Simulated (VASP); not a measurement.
# AgB2 (P6/mmm) in VASP: further runs

Aim: see how the results for AgB2 move with the level of theory and the settings. Levels: PBEsol, RPBE. Tasks: relaxation of cell and atoms.

Program: VASP 6.6.1. These are calculated values, not measurements. Logs are shortened: lines on timing, memory, paths and dates and some standing lists are left out, and cuts for length are marked.

### Step 1. The structure

It takes space group P6/mmm (No. 191, hexagonal). The conventional cell has a = 3.000 Å, b = 3.000 Å, c = 3.240 Å, α = 90.00°, β = 90.00°, γ = 120.00°. Ag (site symmetry 6/mmm) is surrounded by 12 B at 2.37 Å. B (site symmetry -6m2) has 3 B at 1.73 Å as nearest neighbours.

### Step 2. Relaxation of cell and atoms, PBEsol

Contents of INCAR:

```
SYSTEM = AgB2
ALGO = Normal
EDIFF = 1E-6
EDIFFG = -0.02
ENCUT = 600
GGA = PS
IBRION = 2
ISIF = 3
ISMEAR = -1
LASPH = .True.
LCHARG = .False.
LREAL = .False.
LWAVE = .False.
NELM = 80
NSW = 40
PREC = Accurate
SIGMA = 0.05
```

Contents of KPOINTS:

```
k-points
0
Gamma
  10 10 8
  0 0 0
```

Contents of POSCAR:

```
AgB2
1.0
    3.0000000000      0.0000000000      0.0000000000
   -1.5000000000      2.5980762114      0.0000000000
    0.0000000000      0.0000000000      3.2400000000
Ag B
1 2
Direct
    0.0000000000      0.0000000000      0.0000000000
    0.6666666667      0.3333333333      0.5000000000
    0.3333333333      0.6666666667      0.5000000000
```

Potentials or basis: VASP PAW PBE potentials, release 64 (Ag, B).

On the command line:

```console
cat potpaw_PBE.64/Ag/POTCAR potpaw_PBE.64/B/POTCAR > POTCAR
mpirun -np 1 vasp_std > vasp.out
```

OUTCAR:

```text
SYSTEM = AgB2
   EDIFF = 1E-6
   EDIFFG = -0.02
   ENCUT = 600
   GGA = PS
   IBRION = 2
   ISIF = 3
   ISMEAR = -1
   LASPH = .True.
   LREAL = .False.
   NELM = 80
   NSW = 40
   PREC = Accurate

 ion  position               nearest neighbor table
   1  0.000  0.000  0.000-   2 2.37   3 2.37   2 2.37   3 2.37   2 2.37   2 2.37   3 2.37   3 2.37
                             2 2.37   2 2.37   3 2.37   3 2.37
   2  0.667  0.333  0.500-   3 1.73   3 1.73   3 1.73   1 2.37   1 2.37   1 2.37   1 2.37   1 2.37
                             1 2.37
   3  0.333  0.667  0.500-   2 1.73   2 1.73   2 1.73   1 2.37   1 2.37   1 2.37   1 2.37   1 2.37
                             1 2.37

  LATTYP: Found a hexagonal cell.
 ALAT       =     3.0000000000
 C/A-ratio  =     1.0800000000

  Lattice vectors:

 A1 = (   3.0000000000,   0.0000000000,   0.0000000000)
 A2 = (  -1.5000000000,   2.5980762114,   0.0000000000)
 A3 = (   0.0000000000,   0.0000000000,   3.2400000000)

Analysis of symmetry for initial positions (statically):
=====================================================================
 Subroutine PRICEL returns:
 Original cell was already a primitive cell.

 Routine SETGRP: Setting up the symmetry group for a
 hexagonal supercell.

 Subroutine GETGRP returns: Found 24 space group operations
 (whereof 24 operations were pure point group operations)
 out of a pool of 24 trial point group operations.

The static configuration has the point symmetry D_6h.

Analysis of symmetry for dynamics (positions and initial velocities):
=====================================================================
 Subroutine PRICEL returns:
 Original cell was already a primitive cell.

 Routine SETGRP: Setting up the symmetry group for a
 hexagonal supercell.

 Subroutine GETGRP returns: Found 24 space group operations
 (whereof 24 operations were pure point group operations)
 out of a pool of 24 trial point group operations.

The dynamic configuration has the point symmetry D_6h.

 Subroutine INISYM returns: Found 24 space group operations
 (whereof 24 operations are pure point group operations),
 and found     1 'primitive' translations

----------------------------------------------------------------------------------------

                                     Primitive cell

  volume of cell :      25.2533

  direct lattice vectors                    reciprocal lattice vectors
     3.000000000  0.000000000  0.000000000     0.333333333  0.192450090  0.000000000
    -1.500000000  2.598076211  0.000000000     0.000000000  0.384900179  0.000000000
     0.000000000  0.000000000  3.240000000     0.000000000  0.000000000  0.308641975

  length of vectors
     3.000000000  3.000000000  3.240000000     0.384900179  0.384900179  0.308641975

  position of ions in fractional coordinates (direct lattice)
     0.000000000  0.000000000  0.000000000
     0.666666667  0.333333333  0.500000000
     0.333333333  0.666666667  0.500000000

  ion indices of the primitive-cell ions
   primitive index   ion index
                 1           1
                 2           2
                 3           3

----------------------------------------------------------------------------------------

 KPOINTS: k-points

Automatic generation of k-mesh.
 Grid dimensions read from file:
 generate k-points for:   10   10    8

 Generating k-lattice:

  Cartesian coordinates                     Fractional coordinates (reciprocal lattice)
     0.033333333  0.019245009  0.000000000     0.100000000  0.000000000  0.000000000
     0.000000000  0.038490018  0.000000000     0.000000000  0.100000000  0.000000000
     0.000000000  0.000000000  0.038580247     0.000000000  0.000000000  0.125000000

  Length of vectors
     0.038490018  0.038490018  0.038580247

  Shift w.r.t. Gamma in fractional coordinates (k-lattice)
     0.000000000  0.000000000  0.000000000

 Subroutine IBZKPT returns following result:
 ===========================================

 Found     70 irreducible k-points:

 Following reciprocal coordinates:
            Coordinates               Weight
  0.000000  0.000000  0.000000      1.000000
  0.100000 -0.000000  0.000000      6.000000
  0.200000 -0.000000  0.000000      6.000000
  0.300000 -0.000000  0.000000      6.000000
  0.400000 -0.000000  0.000000      6.000000
  0.500000 -0.000000  0.000000      3.000000
[... 16 lines left out ...]
  0.300000  0.100000  0.125000     24.000000
  0.400000  0.100000  0.125000     24.000000
 [... further k-points ...]
   k-points           NKPTS =     70   k-points in BZ     NKDIM =     70   number of bands    NBANDS=     12
   number of dos      NEDOS =    301   number of ions     NIONS =      3
   total plane-waves  NPLWV =  16128
   dimension x,y,z NGX =    24 NGY =   24 NGZ =   28
   dimension x,y,z NGXF=    48 NGYF=   48 NGZF=   56
   ions per type =               1   2
   NGX,Y,Z   is equivalent  to a cutoff of  13.30, 13.30, 14.37 a.u.
   NGXF,Y,Z  is equivalent  to a cutoff of  26.60, 26.60, 28.73 a.u.
 SYSTEM =  AgB2
   PREC   = accura    normal or accurate (medium, high low for compatibility)
   ISTART =      0    job   : 0-new  1-cont  2-samecut
   ICHARG =      2    charge: 1-file 2-atom 10-const
   ISPIN  =      1    spin polarized calculation?
   LNONCOLLINEAR =      F non collinear calculations
   LSORBIT =      F    spin-orbit coupling
   LASPH  =      T    aspherical Exc in radial PAW
   ENCUT  =  600.0 eV  44.10 Ry    6.64 a.u.   5.99  5.99  6.47*2*pi/ulx,y,z
   NELM   =     80;   NELMIN=  2; NELMDL= -5     # of ELM steps
   EDIFF  = 0.1E-05   stopping-criterion for ELM
   LREAL  =      F    real-space projection
   EDIFFG = -.2E-01   stopping-criterion for IOM
   NSW    =     40    number of steps for IOM
   IBRION =      2    ionic relax: 0-MD 1-quasi-New 2-CG
   NFREE  =      1    steps in history (QN), initial steepest desc. (CG)
   ISIF   =      3    stress and relaxation
   ISYM   =      2    0-nonsym 1-usesym 2-fastsym
   POTIM  = 0.5000    time-step for ionic-motion
   TEBEG  =    0.0;   TEEND  =   0.0 temperature during run
   PSTRESS=    0.0 pullay stress
   NELECT =      17.0000    total number of electrons
   NUPDOWN=      -1.0000    fix difference up-down
   EMIN   =  10.00;   EMAX   =-10.00  energy-range for DOS
   EFERMI =   0.00;   METHOD = LEGACY
   ISMEAR =    -1;   SIGMA  =   0.05  broadening in eV -4-tet -1-fermi 0-gaus
   EFERMI_NEDOS =   21; number of points for ismear=-14 and -15
   IALGO  =     38    algorithm
   IMIX   =      4    mixing-type and parameters
     AMIX     =   0.40;   BMIX     =  1.00
     AMIX_MAG =   1.60;   BMIX_MAG =  1.00
  volume/ion in A,a.u.               =       8.42        56.81
  Fermi-wavevector in a.u.,A,eV,Ry     =   1.434779  2.711340 28.008838  2.058591
  Thomas-Fermi vector in A             =   2.554150
   LORBIT       =      0    0 simple, 1 ext, 2 COOP (PROOUT), +10 PAW based schemes
   GGA     = PS    functional components
   LHFCALC =     F    Hartree Fock is set to
   AEXX    =    0.0000 exact exchange contribution
   IVDW    =     0    specifies the selected vdW correction
   LEPSILON=     F    determine dielectric tensor
   LRPA    =     F    only Hartree local field effects (RPA)
 conjugate gradient relaxation of ions
 non-spin polarized calculation
  energy-cutoff  :      600.00
  volume of cell :       25.25
 maximum number of plane-waves:       862
 NGX is ok and might be reduce to    24
   NGX = 11   NGY = 11   NGZ = 13

--------------------------------------- Ionic step        1  -------------------------------------------

 number of electron      16.9999998 magnetization

 Free energy of the ion-electron system (eV)
  ---------------------------------------------------
  ext. energy  EPLUGINS =         0.00000000
  ---------------------------------------------------
  free energy    TOTEN  =       -14.81831218 eV

  energy without entropy =      -14.80575011  energy(sigma->0) =      -14.81203114

 E-fermi :  10.6528     XC(G=0): -13.4255

 val. band max:       10.6390358006   @ k =   0.3000   0.1000   0.5000
 cond. band min:      10.6591698878   @ k =   0.2000  -0.0000   0.3750
 fundamental gap:      0.0201340872
 Fermi energy:        10.6528023758

 k-point     1 :       0.0000    0.0000    0.0000
  band No.  band energies     occupation
      1      -3.7788      2.00000
      2       3.4519      2.00000
      3       3.9916      2.00000
      4       3.9916      2.00000
      5       5.5603      2.00000
      6       5.5603      2.00000
      7       7.3634      2.00000
      8      11.7413      0.00000
      9      11.7413      0.00000
     10      16.2007      0.00000
     11      16.2007      0.00000
     12      16.3116      0.00000
[... 331 lines left out ...]
 k-point    24 :       0.4000    0.1000    0.1250
  band No.  band energies     occupation
      1      -0.1096      2.00000
      2       1.1534      2.00000
      3       3.4158      2.00000
      4       3.7403      2.00000
      5       4.5856      2.00000
      6       6.0511      2.00000
      7       7.2124      2.00000
      8       7.7855      2.00000
      9      12.6607      0.00000
     10      14.1484      0.00000
     11      17.7237      0.00000
     12      18.6260      0.00000

 [... further k-points ...]
[... 5 lines left out ...]
  --------------------------------------------------------------------------------------
  -------------------------------------------------------------------------------------
  Total        5.7278507      5.7278507     10.6666241      0.0000000     -0.0000000     -0.0000000
  in kB      363.3993254    363.3993255    676.7362199      0.0000000     -0.0000000     -0.0000000
  external PRESSURE =     467.8449569 kB  Pullay stress =       0.0000000 kB
[... 281 lines left out ...]
  energy  without entropy=      -15.8201909151  energy(sigma->0) =      -15.82364123

--------------------------------------- Ionic step        9  -------------------------------------------

 number of electron      16.9999997 magnetization

 Free energy of the ion-electron system (eV)
  ---------------------------------------------------
  ext. energy  EPLUGINS =         0.00000000
  ---------------------------------------------------
  free energy    TOTEN  =       -15.82871202 eV

  energy without entropy =      -15.82146922  energy(sigma->0) =      -15.82509062

 E-fermi :   7.3881     XC(G=0): -12.3266

 val. band max:        7.3872969695   @ k =   0.1000   0.1000   0.0000
 cond. band min:       7.4159897737   @ k =   0.2000  -0.0000   0.1250
 fundamental gap:      0.0286928042
 Fermi energy:         7.3880991202

 k-point     1 :       0.0000    0.0000    0.0000
  band No.  band energies     occupation
      1      -4.9554      2.00000
      2       1.5551      2.00000
      3       2.4831      2.00000
      4       2.4831      2.00000
      5       3.4714      2.00000
      6       3.4714      2.00000
      7       3.5213      2.00000
      8       8.6967      0.00000
      9       8.6967      0.00000
     10       9.0279      0.00000
     11      14.8293      0.00000
     12      14.8293      0.00000
[... 331 lines left out ...]
 k-point    24 :       0.4000    0.1000    0.1250
  band No.  band energies     occupation
      1      -1.3498      2.00000
      2      -0.0104      2.00000
      3       1.6983      2.00000
      4       1.8257      2.00000
      5       2.8430      2.00000
      6       3.9254      2.00000
      7       4.5368      2.00000
      8       5.4941      2.00000
      9       8.6513      0.00000
     10      10.4956      0.00000
     11      12.7321      0.00000
     12      14.5879      0.00000

 [... further k-points ...]
[... 5 lines left out ...]
  --------------------------------------------------------------------------------------
  -------------------------------------------------------------------------------------
  Total        0.0107713      0.0107713      0.0009157      0.0000000     -0.0000000      0.0000000
  in kB        0.5572521      0.5572521      0.0473729      0.0000000     -0.0000000      0.0000000
  external PRESSURE =       0.3872924 kB  Pullay stress =       0.0000000 kB
[... 18 lines left out ...]
  FREE ENERGIE OF THE ION-ELECTRON SYSTEM (eV)
  ---------------------------------------------------
  free  energy   TOTEN  =       -15.8287120227 eV

  energy  without entropy=      -15.8214692171  energy(sigma->0) =      -15.82509062

 reached required accuracy - stopping structural energy minimisation
```

Wall time 96 s (1 thread of Intel Xeon Platinum 8559C (Emerald Rapids), shared host); peak memory 0.16 GiB.

Results:

```
Free energy                            : -15.8287 eV
Relaxed volume                         : 10.32 Å³/atom
Relaxed cell                           : a = 3.003 Å, b = 3.003 Å, c = 3.966 Å, α = 90.00°, β = 90.00°, γ = 120.00°
Space group after relaxing (to 0.05 Å) : P6/mmm (No. 191)
Energy gained by relaxing              : 336.8 meV/atom
Ionic steps                            : 9
Pressure after relaxing                : 0.0 GPa
Band gap on the k mesh                 : none (metal or under the smearing width)
```

The path:
| step | energy change (eV) | largest force (eV/Å) | pressure (GPa) | volume (Å³) |
| --- | --- | --- | --- | --- |
| 1 | 0.0000 | 0.0000 | 46.78 | 25.25 |
| 2 | -0.4646 | 0.0000 | -20.13 | 35.29 |
| 3 | -0.7421 | 0.0000 | -3.51 | 30.76 |
| 4 | -0.9299 | 0.0000 | -1.23 | 30.66 |
| 5 | -0.9574 | 0.0000 | 6.91 | 30.20 |
| 6 | -1.0051 | 0.0000 | 2.30 | 30.46 |
| 7 | -1.0057 | 0.0000 | 2.78 | 30.43 |
| 8 | -1.0088 | 0.0000 | -1.62 | 31.29 |
| 9 | -1.0104 | 0.0000 | 0.04 | 30.97 |

Final structure:
```
CELL_PARAMETERS angstrom
3.00280 0.00000 0.00000
-1.50140 2.60050 0.00000
0.00000 0.00000 3.96591
ATOMIC_POSITIONS crystal
Ag 0.00000 0.00000 0.00000
B 0.66667 0.33333 0.50000
B 0.33333 0.66667 0.50000
```

Caveat: the volume moved by over 15 % at a fixed basis, so the end points are rough; the PAW data sets were made with another functional, which shifts forces and pressure a little.

### Step 3. Relaxation of cell and atoms, RPBE

Edit INCAR of step 2 so:

```diff
@@ -5,3 +5,3 @@
 ENCUT = 600
-GGA = PS
+GGA = RP
 IBRION = 2
```

KPOINTS is that of step 2.

POSCAR is that of step 2.

Potentials or basis: VASP PAW PBE potentials, release 64 (Ag, B).

On the command line:

```console
cat potpaw_PBE.64/Ag/POTCAR potpaw_PBE.64/B/POTCAR > POTCAR
mpirun -np 1 vasp_std > vasp.out
```

It took 1.7 min on 1 thread of Intel Xeon Platinum 8559C (Emerald Rapids), shared host; peak memory 0.17 GiB.

Results (log left out):

```yaml
Free_energy: -13.4708 eV
Relaxed_volume: 11.01 Å³/atom
Relaxed_cell: a = 3.036 Å, b = 3.036 Å, c = 4.139 Å, α = 90.00°, β = 90.00°, γ = 120.00°
Space_group_after_relaxing_to_0.05_Å: P6/mmm (No. 191)
Energy_gained_by_relaxing: 498.7 meV/atom
Ionic_steps: 10
Pressure_after_relaxing: 0.1 GPa
Band_gap_on_the_k_mesh: none (metal or under the smearing width)
```

Stress tensor (GPa, compression positive):
```
 0.24  0.00  0.00
 0.00  0.24  0.00
 0.00  0.00 -0.28
```

Step by step:
```csv
step,energy change (eV),largest force (eV/Å),pressure (GPa),volume (Å³)
1,0.0000,0.0000,58.89,25.25
2,-0.7979,0.0000,-18.92,38.26
3,-1.1409,0.0000,-2.99,32.45
4,-1.3804,0.0000,-0.74,32.36
5,-1.3964,0.0000,9.43,31.75
6,-1.4844,0.0000,3.19,32.13
7,-1.4851,0.0000,3.97,32.08
8,-1.4936,0.0000,-1.59,33.48
9,-1.4962,0.0000,0.17,33.01
10,-1.4962,0.0000,0.07,33.03
```

Final structure:
```
CELL_PARAMETERS angstrom
3.03557 0.00000 0.00000
-1.51778 2.62888 0.00000
0.00000 0.00000 4.13926
ATOMIC_POSITIONS crystal
Ag 0.00000 0.00000 0.00000
B 0.66667 0.33333 0.50000
B 0.33333 0.66667 0.50000
```

Levels at points of the mesh, in eV from the Fermi level:
```csv
k point,band 5,band 6,band 7,band 8,band 9,band 10,band 11,band 12
"(0.00, 0.00, 0.00)",-3.75,-3.75,-3.69,1.05,1.28,1.28,7.58,7.58
"(0.50, 0.00, 0.00)",-4.01,-3.23,-2.66,-1.57,2.52,2.78,3.86,5.77
"(0.00, 0.00, 0.50)",-4.55,-3.86,-3.86,1.02,1.02,8.63,8.63,9.14
"(0.50, 0.00, 0.50)",-3.90,-3.22,-2.75,-2.36,-0.39,1.40,6.39,9.17
```

Caveat: the volume moved by over 15 % at a fixed basis, so the end points are rough; the PAW data sets were made with another functional, which shifts forces and pressure a little. RPBE and its kin give volumes clearly too large for solids.
